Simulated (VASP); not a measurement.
These are vdW-DF2, VASP's PBE PAW potentials (set 64) (plane waves; VASP 6.6.1) values and carry that method's errors.

VASP ran on this input.

### POSCAR
```
SnO2
1
    4.8982146704     0.0000000000     0.0000000000
   -0.0000000000     4.8982146704     0.0000000000
    0.0000000000     0.0000000000     3.3059149024
Sn O
2 4
Direct
  0.0000000000   0.0000000000   0.0000000000
  0.5000000000   0.5000000000   0.5000000000
  0.3065591291   0.3065591291   0.0000000000
  0.8065591291   0.1934408709   0.5000000000
  0.1934408709   0.8065591291   0.5000000000
  0.6934408709   0.6934408709   0.0000000000
```

### INCAR
```
! general
SYSTEM  =SnO2
PREC    =Accurate
ENCUT   =520
LREAL   =.FALSE.
LASPH   =.TRUE.

! electronic loop
EDIFF   =1E-7
NELM    =100
ALGO    =Normal
LMAXMIX =4

! smearing
ISMEAR  =-5

! functional
GGA     =ML
LUSE_VDW=.TRUE.
AGGAC   =0.0
ZAB_VDW =-1.8867

! ions
ISIF    =2

! output
LWAVE   =.FALSE.
LCHARG  =.TRUE.
LORBIT  =11
NEDOS   =601
```

**KPOINTS**
```
Automatic mesh
0
Gamma
5 5 8
0 0 0
```

POTCAR, in this order: Sn_d O (PBE.64 set). Program: vasp_std.

Output

**OUTCAR**
```
 ion  position               nearest neighbor table
   1  0.000  0.000  0.000-   3 2.12   6 2.12   5 2.13   4 2.13   4 2.13   5 2.13
   2  0.500  0.500  0.500-   4 2.12   5 2.12   3 2.13   6 2.13   3 2.13   6 2.13
   3  0.307  0.307  0.000-   1 2.12   2 2.13   2 2.13
   4  0.807  0.193  0.500-   2 2.12   1 2.13   1 2.13
   5  0.193  0.807  0.500-   2 2.12   1 2.13   1 2.13
   6  0.693  0.693  0.000-   1 2.12   2 2.13   2 2.13
  LATTYP: Found a simple tetragonal cell.
 ALAT       =     4.8982146704
 C/A-ratio  =     0.6749224207
 Subroutine PRICEL returns:
 Original cell was already a primitive cell.
 Subroutine GETGRP returns: Found 16 space group operations
The static configuration has the point symmetry D_2h.
 The point group associated with its full space group is D_4h.
The dynamic configuration has the point symmetry D_2h.
 Subroutine INISYM returns: Found 16 space group operations
 Subroutine IBZKPT returns following result:
 Found     30 irreducible k-points:

 Following reciprocal coordinates:
            Coordinates               Weight
  0.000000  0.000000  0.000000      1.000000
  0.200000  0.000000  0.000000      4.000000
  0.400000  0.000000  0.000000      4.000000
  0.200000  0.200000  0.000000      4.000000
  0.400000  0.200000  0.000000      8.000000
  0.400000  0.400000  0.000000      4.000000
  0.000000  0.000000  0.125000      2.000000
  0.200000  0.000000  0.125000      8.000000
  0.400000  0.000000  0.125000      8.000000
  0.200000  0.200000  0.125000      8.000000
  0.400000  0.200000  0.125000     16.000000
  0.400000  0.400000  0.125000      8.000000
  0.000000  0.000000  0.250000      2.000000
  0.200000  0.000000  0.250000      8.000000
  0.400000  0.000000  0.250000      8.000000
  0.200000  0.200000  0.250000      8.000000
  0.400000  0.200000  0.250000     16.000000
  0.400000  0.400000  0.250000      8.000000
  0.000000  0.000000  0.375000      2.000000
  0.200000  0.000000  0.375000      8.000000
  0.400000  0.000000  0.375000      8.000000
  0.200000  0.200000  0.375000      8.000000
  0.400000  0.200000  0.375000     16.000000
  0.400000  0.400000  0.375000      8.000000
  0.000000  0.000000  0.500000      1.000000
  0.200000  0.000000  0.500000      4.000000
  0.400000  0.000000  0.500000      4.000000
  0.200000  0.200000  0.500000      4.000000
  0.400000  0.200000  0.500000      8.000000
  0.400000  0.400000  0.500000      4.000000
   k-points           NKPTS =     30   k-points in BZ     NKDIM =     30   number of bands    NBANDS=     31
   number of dos      NEDOS =    601   number of ions     NIONS =      6
   total plane-waves  NPLWV =  36288
   dimension x,y,z NGX =    36 NGY =   36 NGZ =   28
   dimension x,y,z NGXF=    72 NGYF=   72 NGZF=   56
   ions per type =               2   4
   PREC   = accura    normal or accurate (medium, high low for compatibility)
   ISTART =      0    job   : 0-new  1-cont  2-samecut
   ICHARG =      2    charge: 1-file 2-atom 10-const
   ISPIN  =      1    spin polarized calculation?
   LNONCOLLINEAR =      F non collinear calculations
   LSORBIT =      F    spin-orbit coupling
   INIWAV =      1    electr: 0-lowe 1-rand  2-diag
   ENCUT  =  520.0 eV  38.22 Ry    6.18 a.u.   9.11  9.11  6.15*2*pi/ulx,y,z
   NELM   =    100;   NELMIN=  2; NELMDL= -5     # of ELM steps
   EDIFF  = 0.1E-06   stopping-criterion for ELM
   LREAL  =      F    real-space projection
   NLSPLINE    = F    spline interpolate recip. space projectors
   LMAXMIX     =    4 max onsite mixed and CHGCAR
   VOSKOWN=      0    Vosko Wilk Nusair interpolation
   EDIFFG = 0.1E-05   stopping-criterion for IOM
   NSW    =      0    number of steps for IOM
   NBLOCK =      1;   KBLOCK =      1    inner block; outer block
...
```

File OSZICAR:
```
       N       E                     dE             d eps       ncg     rms          rms(c)
DAV:   1     0.678203480694E+03    0.67820E+03   -0.26401E+04  1990   0.255E+03
DAV:   2     0.681523334987E+02   -0.61005E+03   -0.59066E+03  2091   0.677E+02
DAV:   3    -0.273714169668E+02   -0.95524E+02   -0.94411E+02  2182   0.228E+02
DAV:   4    -0.320139425247E+02   -0.46425E+01   -0.46259E+01  2134   0.562E+01
DAV:   5    -0.321704181780E+02   -0.15648E+00   -0.15640E+00  2356   0.104E+01    0.180E+01
DAV:   6    -0.234706236587E+02    0.86998E+01   -0.39492E+01  2936   0.824E+01    0.571E+00
DAV:   7    -0.235758101052E+02   -0.10519E+00   -0.29544E+00  1972   0.111E+01    0.316E+00
DAV:   8    -0.235345823223E+02    0.41228E-01   -0.49585E-01  2883   0.587E+00    0.955E-01
DAV:   9    -0.235111437284E+02    0.23439E-01   -0.13218E-01  3016   0.396E+00    0.159E-01
DAV:  10    -0.235118871831E+02   -0.74345E-03   -0.96620E-03  2771   0.974E-01    0.107E-01
DAV:  11    -0.235117045364E+02    0.18265E-03   -0.15548E-03  2842   0.437E-01    0.265E-02
DAV:  12    -0.235117199980E+02   -0.15462E-04   -0.11917E-04  2162   0.748E-02    0.251E-02
DAV:  13    -0.235117137786E+02    0.62194E-05   -0.29289E-05  3073   0.579E-02    0.182E-03
DAV:  14    -0.235117140282E+02   -0.24959E-06   -0.21685E-06  2170   0.101E-02    0.507E-04
DAV:  15    -0.235117139759E+02    0.52262E-07   -0.79758E-08  1455   0.278E-03
   1 F= -.23511714E+02 E0= -.23511714E+02  d E =0.000000E+00
```

**OUTCAR**
```
------------------------ aborting loop because EDIFF is reached ----------------------------------------
  FORCE on cell =-STRESS in cart. coord.  units (eV):
  Direction    XX          YY          ZZ          XY          YZ          ZX
  --------------------------------------------------------------------------------------
  Total        0.0315187      0.0315187     -0.0418176      0.0000000      0.0000000      0.0000000
  in kB        0.6366652      0.6366652     -0.8447001      0.0000000      0.0000000      0.0000000
  external PRESSURE =       0.1428768 kB  Pullay stress =       0.0000000 kB
  volume of cell :       79.32
      direct lattice vectors                 reciprocal lattice vectors
     4.898214670  0.000000000  0.000000000     0.204156018  0.000000000  0.000000000
     0.000000000  4.898214670  0.000000000     0.000000000  0.204156018  0.000000000
     0.000000000  0.000000000  3.305914902     0.000000000  0.000000000  0.302488125
 POSITION                                       TOTAL-FORCE (eV/Angst)
 -----------------------------------------------------------------------------------
      0.00000      0.00000      0.00000         0.000000      0.000000     -0.000000
      2.44911      2.44911      1.65296         0.000000      0.000000     -0.000000
      1.50159      1.50159      0.00000        -0.001325     -0.001325     -0.000000
      3.95070      0.94751      1.65296        -0.001325      0.001325     -0.000000
      0.94751      3.95070      1.65296         0.001325     -0.001325     -0.000000
      3.39662      3.39662      0.00000         0.001325      0.001325      0.000000
 -----------------------------------------------------------------------------------
    total drift:                                0.000000      0.000000      0.000000
  FREE ENERGIE OF THE ION-ELECTRON SYSTEM (eV)
  ---------------------------------------------------
  free  energy   TOTEN  =       -23.5117139759 eV

  energy  without entropy=      -23.5117139759  energy(sigma->0) =      -23.51171398

 total charge

# of ion       s       p       d       tot
------------------------------------------
    1        0.882   0.934  10.273  12.089
    2        0.882   0.934  10.273  12.089
    3        1.560   3.472   0.000   5.032
    4        1.560   3.472   0.000   5.032
    5        1.560   3.472   0.000   5.032
    6        1.560   3.472   0.000   5.032
--------------------------------------------------
tot          8.004  15.754  20.546  44.304
```
(Selected blocks of OUTCAR.)

The compound is SnO2 in the rutile structure. It was relaxed first, which changed the volume by +11 %.
